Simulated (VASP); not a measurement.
Consider the following.

```
CdTe
1.0
    0.00000     3.31244     3.31244
    3.31244     0.00000     3.31244
    3.31244     3.31244     0.00000
Cd Te
1 1
Cartesian
  0.00000   0.00000   0.00000
  1.65622   1.65622   1.65622
```

All values below come from HSE06 screened hybrid, VASP's PBE PAW potentials (set 64) (plane waves; VASP). Numerical set-up: 520 eV cut-off, 6×6×6 Γ-centred mesh, Gaussian smearing of 0.050 eV, potentials Cd Te.

**Question.** Give the stress tensor in GPa (positive for a compressed cell).

**Answer.** 
```
-1.07   0.00   0.00
 0.00  -1.07   0.00
 0.00   0.00  -1.07
```
The pressure is its mean diagonal, -1.07 GPa.

The compound is CdTe in the zinc blende structure. It was relaxed first, which changed the volume by +7 %. The cell's shape comes from a PBE relaxation.
